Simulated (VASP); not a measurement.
Input of a VASP 6.6.1 run:

Contents of INCAR:

```
PREC = Accurate
ENCUT = 520
EDIFF = 1E-7
ISMEAR = -1
SIGMA = 0.05
LREAL = F
LASPH = T
NELM = 100
ALGO = Normal
ISIF = 2
LWAVE = F
LCHARG = F
GGA = PE
NBANDS = 35
```

The input KPOINTS:

```
Automatic mesh
0
Gamma
  6 6 8
```

Contents of POSCAR:

```
ZrAg2O3
1.0
    5.4016800000      0.0000000000      0.0000000000
   -2.7008400000      4.6779900000      0.0000000000
    0.0000000000      0.0000000000      3.2228400000
Zr Ag O
1 2 3
Direct
   -0.0041980000     -0.0012000000      0.0076160000
    0.3483300000      0.6762810000      0.0045160000
    0.6714000000      0.3372370000     -0.0137350000
    0.4893390000     -0.0006690000      0.5082180000
    0.4940480000      0.4934580000      0.4941390000
   -0.0047350000      0.4993470000      0.5183040000
```

Potentials or basis: VASP PAW PBE potentials, release 64 (Zr_sv, Ag, O).

Command:

```sh
$ cat potpaw_PBE.64/Zr_sv/POTCAR potpaw_PBE.64/Ag/POTCAR potpaw_PBE.64/O/POTCAR > POTCAR
$ mpirun -np 1 vasp_std > vasp.out
```

Problem. Estimate the largest force.

Solution. 0.662 eV/Å.

Problem. Predict the band gap on the k mesh.

Solution. None (metal or under the smearing width).

Stress tensor (GPa, compression positive):
```
 0.27  0.04 -0.22
 0.04  0.33 -0.22
-0.22 -0.22  0.06
```
